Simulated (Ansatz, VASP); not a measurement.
One calculation of ZrTi, two programs

Contents of INCAR:

```
ALGO     = Normal         # electronic algorithm
EDIFF    = 1E-6           # SCF threshold, eV
ENCUT    = 520            # plane-wave cutoff, eV
GGA      = CA             # functional
ISIF     = 2              # what is computed and relaxed
ISMEAR   = -1             # smearing method
LASPH    = True           # aspherical terms in the spheres
LCHARG   = False          # write CHGCAR
LREAL    = False          # projectors in reciprocal space
LWAVE    = False          # write WAVECAR
NBANDS   = 19             # bands
NELM     = 100            # most SCF steps
PREC     = Accurate       # precision mode
SIGMA    = 0.1            # smearing width, eV
```

The input KPOINTS:

```
k-points
0
Gamma
  7 7 6
```

File POSCAR:

```
ZrTi
1.0
    3.1222737304      0.0000000000      0.0000000000
    0.0000000000      3.1222737304      0.0000000000
    0.0000000000      0.0000000000      4.2117111656
Zr Ti
1 1
Direct
    0.5000000000      0.5000000000      0.5000000000
    0.0000000000      0.0000000000      0.0000000000
```

Input for Ansatz:

```yaml
crystal:
  lattice:
    - [3.1222737304345514, 0.0, 0.0]
    - [0.0, 3.1222737304345514, 0.0]
    - [0.0, 0.0, 4.211711165573059]
  atoms:
    - { symbol: Zr, position: [0.5, 0.5, 0.5] }
    - { symbol: Ti, position: [0.0, 0.0, 0.0] }
basis:
  ecutwfc: 462.593566181796
kpoints:
  mp_grid:
    grid: [7, 7, 6]
hamiltonian:
  xc: lda
  pseudopotentials:
    kind: paw
scf:
  occupations:
    method: fermi_dirac
    width: 0.1
output:
  stress: true
```

The cell comes from a database or a generator and needn't be the stable form of this composition.

Alike in both runs: task single point; functional LDA; k mesh 7 × 7 × 6; occupations fermi-dirac, width 0.1 eV; no spin polarisation.

|  | VASP | Ansatz |
| --- | --- | --- |
| version | VASP 6.6.1 | Ansatz 0.2.0 |
| potentials or method | VASP PAW LDA potentials, release 64 (Zr_sv, Ti_sv) | plane waves, PAW |
| plane-wave cutoff (eV) | 520 | 463 |
| valence electrons in the cell | 24 | 24 |

```tsv
	VASP	Ansatz	Ansatz less VASP
pressure (GPa)	-7.9	-8.0	-0.05
largest component of the traceless stress (GPa)	0.45	0.43	-0.020
```
